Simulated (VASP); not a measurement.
```
CELL_PARAMETERS angstrom
      3.96873     0.00000     0.00000
      0.00000     3.98734     0.00000
      0.00000     0.00000     5.04224
ATOMIC_POSITIONS crystal
  Pb 0.50000 0.00000 0.76500
  Pb 0.00000 0.50000 0.23500
  O  0.50000 0.50000 0.00000
  O  0.01020 0.00000 0.00000
```

Method: PBE GGA, VASP's PBE PAW potentials (set 64) (plane waves; VASP). Settings: 450 eV cut-off, 5×5×4 Γ-centred mesh, Gaussian smearing of 0.050 eV, potentials Pb_d O.

At this cut-off the stress carries a Pulay error, which pulls relaxed volumes low.

**Question.** Give the force on each atom (eV/Å).

**Answer.** 
```json
[
 {"atom": "Pb1", "Fx": "0.151", "Fy": "0.000", "Fz": "-0.422"},
 {"atom": "Pb2", "Fx": "0.017", "Fy": "0.000", "Fz": "0.406"},
 {"atom": "O3", "Fx": "0.129", "Fy": "0.000", "Fz": "-0.041"},
 {"atom": "O4", "Fx": "-0.298", "Fy": "0.000", "Fz": "0.057"}
]
```

**Question.** Give the stress tensor in GPa (positive for a compressed cell).

**Answer.** 
```
 4.55   0.00  -0.39
 0.00   4.13   0.00
-0.39   0.00   3.29
```
The pressure is its mean diagonal, 3.99 GPa.

The compound is PbO in the litharge structure. The cell was not relaxed at this level. The run is one of a series of settings (ENCUT = 450 against the base run), some of them coarse on purpose.
